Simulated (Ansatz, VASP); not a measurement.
**In4Se3 (In4Se3 (Pnnm)) in two plane-wave programs**

One calculation is typed for both programs; each brings its own data sets. How far apart do they land? Of the first pair: The structure shown is the start of the Ansatz relaxation below; VASP solves that cell, so the two are compared at the walk's first step.

Main program and level: Ansatz 0.2.0; plane waves, with VASP 6.6.1 beside it; single point at PBEsol.

## (1) Set-up

Symmetry: Pnnm, No. 58, orthorhombic system. The conventional cell has a = 12.485 Å, b = 15.579 Å, c = 4.115 Å, α = 90.00°, β = 90.00°, γ = 90.00°. Nearest to In lie 3 Se at 2.95 to 3.19 Å. Nearest to In lie 3 Se at 2.65 to 2.72 Å and 1 In at 2.78 Å. Nearest to In lie 2 In at 2.78 to 2.81 Å and 2 Se at 2.81 Å. Nearest to In lie 3 Se at 2.66 to 2.70 Å and 1 In at 2.81 Å. Se has 3 In at 2.65 to 2.95 Å nearest. Nearest to Se lie 5 In at 2.66 to 3.19 Å. Farther neighbours and most contacts between anions are not listed.

## (2) Ansatz: relaxation, PBEsol

Ansatz runs on its default PAW (the set named soft_2) files.

The two programs are compared at the cell with which this relaxation starts, whose forces are those of its first step.

File input.yaml:

```yaml
crystal:
  lattice:
    - [12.4854001, 0.0, 0.0]
    - [0.0, 15.5792738, 0.0]
    - [0.0, 0.0, 4.1145107]
  atoms:
    - { symbol: In, position: [0.60692792, 0.57533621, 0.0] }
    - { symbol: In, position: [0.39307208, 0.42466379, 0.0] }
    - { symbol: In, position: [0.10692792, 0.92466379, 0.5] }
    - { symbol: In, position: [0.89307208, 0.07533621, 0.5] }
    - { symbol: In, position: [0.14388369, 0.53606891, 0.5] }
    - { symbol: In, position: [0.85611631, 0.46393109, 0.5] }
    - { symbol: In, position: [0.64388369, 0.96393109, 0.0] }
    - { symbol: In, position: [0.35611631, 0.03606891, 0.0] }
    - { symbol: In, position: [0.02629014, 0.68795186, 0.5] }
    - { symbol: In, position: [0.97370986, 0.31204814, 0.5] }
    - { symbol: In, position: [0.52629014, 0.81204814, 0.0] }
    - { symbol: In, position: [0.47370986, 0.18795186, 0.0] }
    - { symbol: In, position: [0.83969178, 0.78924978, 0.5] }
    - { symbol: In, position: [0.16030822, 0.21075022, 0.5] }
    - { symbol: In, position: [0.33969178, 0.71075022, 0.0] }
    - { symbol: In, position: [0.66030822, 0.28924978, 0.0] }
    - { symbol: Se, position: [0.65701676, 0.0707138, 0.5] }
    - { symbol: Se, position: [0.34298324, 0.9292862, 0.5] }
    - { symbol: Se, position: [0.15701676, 0.4292862, 0.0] }
    - { symbol: Se, position: [0.84298324, 0.5707138, 0.0] }
    - { symbol: Se, position: [0.6400908, 0.72949727, 0.5] }
    - { symbol: Se, position: [0.3599092, 0.27050273, 0.5] }
    - { symbol: Se, position: [0.1400908, 0.77050273, 0.0] }
    - { symbol: Se, position: [0.8599092, 0.22949727, 0.0] }
    - { symbol: Se, position: [0.34721112, 0.59877411, 0.5] }
    - { symbol: Se, position: [0.65278888, 0.40122589, 0.5] }
    - { symbol: Se, position: [0.84721112, 0.90122589, 0.0] }
    - { symbol: Se, position: [0.15278888, 0.09877411, 0.0] }
basis:
  ecutwfc: 420
  xc_grid: 2
hamiltonian:
  xc: pbesol
kpoints:
  mp_grid: { grid: [3, 3, 9] }
scf:
  occupations: { method: fermi_dirac, width: 0.05 }
  max_iter: 150
output:
  forces: true
  stress: true
relax:
  f_tol: 0.01
  max_steps: 60
  cell: {}
checkpoint:
  write: "../pbesol.run"
  compress: false
  write_wavefunctions: false
  write_every: 100000
```

On the command line:

```
$ ansatz run input.yaml --threads 4 --pin off --max-ram 6594MiB --backend cpu --events-out ev --progress --plain --runs-dir out
```

Numbers of over 12 decimals in the logs are rounded to 6 here.

Output:

```text
Engine: ansatz 0.2.0, x86_64-unknown-linux-gnu
Pseudopotentials: kind: paw
Pseudopotential: In, paw, valence charge 13, recommended cutoff 420 eV (normal), In.paw.azcp
Pseudopotential: Se, paw, valence charge 16, recommended cutoff 420 eV (normal), Se.paw.azcp
Functional definition: PBEsol
  exchange = pbesol_x
  correlation = pbesol_c
Crystal: 28 atoms, lattice volume = 800.328 Å³
Basis set: ecut = 420 eV, 15557 PW (Γ), exchange–correlation on 180×216×60 points (8 copies of the dense FFT grid, shifted against one another)
Bands: 240, of which v1, the nominal top of the filled ones, is band 200 counted from 1 (199 counted from 0)
Symmetry: 8 space group operations
Space group: Pnnm (ITA 58), of the structure as read, at distance tolerance 9.3e-5 Å
k-points: 20 of 81
Non-local potential: In, projectors of the file, l = 0: 2, l = 1: 2, l = 2: 2, l = 3: 2
Non-local potential: Se, projectors of the file, l = 0: 2, l = 1: 2, l = 2: 3, l = 3: 1
PAW form: soft (Blöchl's): semilocal exchange-correlation on the pseudo side does not see the compensation charge
PAW frozen core: In, regenerated for the run's functional, and the local potential with it (the file was generated under x = pbe(κ = 0.804, μ = 0.219515), c = pbe(β = 0.066725))
PAW frozen core: Se, regenerated for the run's functional, and the local potential with it (the file was generated under x = pbe(κ = 0.804, μ = 0.219515), c = pbe(β = 0.066725))
PAW one-centre angular grid: In, 590 points (default); XC on 64 Gauss nodes
PAW one-centre angular grid: Se, 590 points (default); XC on 64 Gauss nodes
Initial density: superposition of atomic densities (neutral atoms: chi_scale 0, normalization atom), corrected by the library's trained network
Initial wavefunctions: pseudopotential atomic-orbital guess
Functional: x = pbesol(κ = 0.804, μ = 0.123457), c = pbesol(β = 0.046)
SCF iter   1: F=—  HF=-153508.170190 eV  |F-HF|=—  |Δ(HF+E_count)|=         —  Δρ=4.36e-3  dr2=2.65e-1  ethr=1.77e-3  ⟨swp⟩=6.0  Hψ=18926  notcnv=0  defer=94
preconditioner: auto → Resta (q_TF=auto, 2.430 Å⁻¹)  ε∞=3.6  [insulator: Δε(μ)=0.251 eV  Ē_g=13.699 eV  σ=0.050 eV  W_gap=0.83  n_scr=190 (ndim 8)  ℏωp=22.0 eV  f_vac=0.022  D(μ)=0.12/eV (n_scr^D=0)  ε∞_Penn≈3.6]
SCF iter   2: F=—  HF=-153508.094391 eV  |F-HF|=—  |Δ(HF+E_count)|=   7.58e-2  Δρ=1.55e-3  dr2=2.64e-2  ethr=6.64e-5  ⟨swp⟩=2.5  Hψ=7386  notcnv=0  defer=591
SCF iter   3: F=—  HF=-153508.087807 eV  |F-HF|=—  |Δ(HF+E_count)|=   6.58e-3  Δρ=4.98e-4  dr2=2.14e-3  ethr=6.59e-6  ⟨swp⟩=2.6  Hψ=7748  notcnv=0  defer=591
SCF iter   4: F=—  HF=-153508.087789 eV  |F-HF|=—  |Δ(HF+E_count)|=   1.82e-5  Δρ=1.82e-4  dr2=2.23e-4  ethr=5.35e-7  ⟨swp⟩=2.0  Hψ=5210  notcnv=0  defer=591
SCF iter   5: F=—  HF=-153508.087848 eV  |F-HF|=—  |Δ(HF+E_count)|=   5.91e-5  Δρ=4.07e-5  dr2=2.63e-5  ethr=5.57e-8  ⟨swp⟩=2.0  Hψ=6655  notcnv=0  defer=591
SCF iter   6: F=—  HF=-153508.088195 eV  |F-HF|=—  |Δ(HF+E_count)|=   3.47e-4  Δρ=1.68e-5  dr2=3.54e-6  ethr=6.57e-9  ⟨swp⟩=2.0  Hψ=7412  notcnv=0  defer=591
SCF iter   7: F=—  HF=-153508.088196 eV  |F-HF|=—  |Δ(HF+E_count)|=   9.42e-7  Δρ=5.37e-6  dr2=3.37e-7  ethr=8.85e-10  ⟨swp⟩=2.0  Hψ=7409  notcnv=0  defer=591
SCF iter   8: F=-153508.088196 eV  HF=-153508.088196 eV  |F-HF|=7.10e-9  |Δ(HF+E_count)|=   9.52e-8  Δρ=1.42e-6  dr2=2.32e-8  ethr=2.50e-11  ⟨swp⟩=4.0  Hψ=15994  notcnv=0
SCF 1 converged in 8 iterations: F = -153508.088196 eV  dr2 = 2.32e-8
  greatest PAW one-centre occupation: 1.000 electrons in one spin orbital (limit 2), on the Se atom at site 27 (counted from 0), in its partial waves of l = 2
relax step   1: F+E_penalty+E_count = -153508.08819633 eV  Δ(F+E_penalty+E_count) = +0.000e0 eV  max|allowed force component| = 7.596e-2 eV/Å  Δτ_max = 0.0000 Å  P = -1.285 GPa  Ω = 800.328 Å³  (8 SCF iters, dr2 threshold 1.00e-7 eV, accepted)
[...]
relax step   7: F+E_penalty+E_count = -153508.34137196 eV  Δ(F+E_penalty+E_count) = +3.349e-4 eV  max|allowed force component| = 2.412e-2 eV/Å  Δτ_max = 0.0190 Å  P = -0.019 GPa  Ω = 757.092 Å³  energy of the carried Pulay correction = +7.989e-3 eV  (8 SCF iters, dr2 threshold 2.95e-8 eV, rejected (line search))
[...]
relax step   8: F+E_penalty+E_count = -153508.34244683 eV  Δ(F+E_penalty+E_count) = -7.399e-4 eV  max|allowed force component| = 1.758e-3 eV/Å  Δτ_max = 0.0092 Å  P = -0.007 GPa  Ω = 756.924 Å³  energy of the carried Pulay correction = +8.021e-3 eV  (9 SCF iters, accepted)
[...]
relax step   9: F+E_penalty+E_count = -153508.33472215 eV  Δ(F+E_penalty+E_count) = +7.725e-3 eV  max|allowed force component| = 1.804e-3 eV/Å  Δτ_max = 0.0000 Å  P = -0.009 GPa  Ω = 756.924 Å³  stress off target by 1.31e-2 GPa  SCF on the basis re-selected at this cell (its energy is not comparable with the rows above)  (5 SCF iters)
basis re-selected at this cell: Δ(F+E_penalty+E_count) = +7.725e-3 eV, ΔP = -0.002 GPa vs the last step (what re-selecting the basis moved, of the pressure what is left beyond the Pulay correction that the steps carried, after the strain that the cell walked since its last selection, with what the two solves' SCF thresholds leave and, on support functions, any second-order correction that the steps lacked; it is no m [...]
SCF converged after 5 iterations
Free energy (F): -153508.334722 eV
Harris-Foulkes:  -153508.334722 eV  (|F-HF|=2.91e-11)
Internal energy: -153508.333206 eV  (E = F + TS)
E sigma→0 (E₀):  -153508.333964 eV
Entropy (-TS):   -0.001516 eV (-0.054 meV/atom)
Fermi energy:    8.487912 eV
--- Per-component energies (eV) ---
  E_band       = -5277.247379
  E_kinetic    = 5295.632614
  E_local      = -48917.306075  (includes V_loc(G=0)·N_el)
  E_nonlocal   = -1223.573165
  E_hartree    = 22267.849196
  E_xc         = -4659.868485
  E_vxc        = -2778.329955  (∫ρ·V_xc dr)
  E_paw        = -87732.945406  (= ΣΔE_a)
  E_vpaw       = -2189.366040  (= ΣTr[D̂ρ^β])
  E_aug_tail   = -0.006761  (compensation charges beyond the density's cutoff)
  E_ewald      = -38553.990969
  E_core_change = 15.875845  (= ΣΔE_core)
  E_smearing   = -0.001516  (= −TS)
  E_closure    = -0.000000  (closes the sum)
  Σ components = -153508.334722   (vs F -153508.334722, Δ=0.00e0)
--- Forces (eV/Å), atoms counted from 1 ---
  atom   1  In    -0.00180408    -0.00067652     0.00000000
  atom   2  In     0.00180408     0.00067652    -0.00000000
  atom   3  In    -0.00180408     0.00067652    -0.00000000
  atom   4  In     0.00180408    -0.00067652     0.00000000
  atom   5  In    -0.00036922    -0.00040272     0.00000000
  atom   6  In     0.00036922     0.00040272    -0.00000000
  atom   7  In    -0.00036922     0.00040272    -0.00000000
  atom   8  In     0.00036922    -0.00040272     0.00000000
  atom   9  In    -0.00150201     0.00104540     0.00000000
  atom  10  In     0.00150201    -0.00104540    -0.00000000
  atom  11  In    -0.00150201    -0.00104540     0.00000000
  atom  12  In     0.00150201     0.00104540     0.00000000
  atom  13  In     0.00106313    -0.00079495    -0.00000000
  atom  14  In    -0.00106313     0.00079495     0.00000000
  atom  15  In     0.00106313     0.00079495     0.00000000
  atom  16  In    -0.00106313    -0.00079495    -0.00000000
  atom  17  Se     0.00014259    -0.00167659     0.00000000
  atom  18  Se    -0.00014259     0.00167659     0.00000000
  atom  19  Se     0.00014259     0.00167659    -0.00000000
  atom  20  Se    -0.00014259    -0.00167659     0.00000000
  atom  21  Se    -0.00084841     0.00168462    -0.00000000
  atom  22  Se     0.00084841    -0.00168462     0.00000000
  atom  23  Se    -0.00084841    -0.00168462    -0.00000000
  atom  24  Se     0.00084841     0.00168462     0.00000000
  atom  25  Se     0.00020052     0.00000498    -0.00000000
  atom  26  Se    -0.00020052    -0.00000498     0.00000000
  atom  27  Se     0.00020052    -0.00000498    -0.00000000
  atom  28  Se    -0.00020052     0.00000498     0.00000000
  max |Σ_I F_I| component: 1.08e-19 eV/Å
--- Stress (GPa, compression-positive) ---
       -0.008129       0.000000       0.000000
        0.000000      -0.013106       0.000000
        0.000000       0.000000      -0.006677
  P = ⅓ Tr σ = -0.0093 GPa (-0.093 kbar)
--- Relaxed structure (8 steps of the walk, 7 accepted, 1 SCFs on fresh bases) ---
  F+E_penalty+E_count = -153508.33472215 eV   max|allowed force component| = 1.804e-3 eV/Å   (the final SCF, on the basis selected at the relaxed cell)
  cell:  # Å, volume = 756.9240 Å³
    - [12.252376, 0.0, 0.0]
    - [0.0, 15.003149, 0.0]
    - [0.0, 0.0, 4.117651]
  atoms:
    - { symbol: In, position: [0.602992, 0.576687, 0.0] }
    - { symbol: In, position: [0.397008, 0.423313, 0.0] }
    - { symbol: In, position: [0.102992, 0.923313, 0.5] }
    - { symbol: In, position: [0.897008, 0.076687, 0.5] }
    - { symbol: In, position: [0.143764, 0.527675, 0.5] }
    - { symbol: In, position: [0.856236, 0.472325, 0.5] }
    - { symbol: In, position: [0.643764, 0.972325, 0.0] }
    - { symbol: In, position: [0.356236, 0.027675, 0.0] }
    - { symbol: In, position: [0.023237, 0.684164, 0.5] }
    - { symbol: In, position: [0.976763, 0.315836, 0.5] }
    - { symbol: In, position: [0.523237, 0.815836, 0.0] }
    - { symbol: In, position: [0.476763, 0.184164, 0.0] }
    - { symbol: In, position: [0.838743, 0.793272, 0.5] }
    - { symbol: In, position: [0.161257, 0.206728, 0.5] }
    - { symbol: In, position: [0.338743, 0.706728, 0.0] }
    - { symbol: In, position: [0.661257, 0.293272, 0.0] }
    - { symbol: Se, position: [0.655698, 0.082985, 0.5] }
    - { symbol: Se, position: [0.344302, 0.917015, 0.5] }
    - { symbol: Se, position: [0.155698, 0.417015, 0.0] }
    - { symbol: Se, position: [0.844302, 0.582985, 0.0] }
    - { symbol: Se, position: [0.637096, 0.730577, 0.5] }
    - { symbol: Se, position: [0.362904, 0.269423, 0.5] }
    - { symbol: Se, position: [0.137096, 0.769423, 0.0] }
    - { symbol: Se, position: [0.862904, 0.230577, 0.0] }
    - { symbol: Se, position: [0.351653, 0.590190, 0.5] }
    - { symbol: Se, position: [0.648347, 0.409810, 0.5] }
    - { symbol: Se, position: [0.851653, 0.909810, 0.0] }
    - { symbol: Se, position: [0.148347, 0.090190, 0.0] }
```

(Part 1 of 3 ends here.)

[Lines on the potential files, build, host, timing and source positions are cut from VASP's logs without a mark.]

[Logs are printed without paths, hosts, clocks, repeated set-up lines and the standing remarks that a program may print on its own settings, such as how far it seeks lower states.]

[Hosts, paths, dates, database ids (printed as entryN), source tags and the programs' standing remarks are cut or masked in the printed files.]
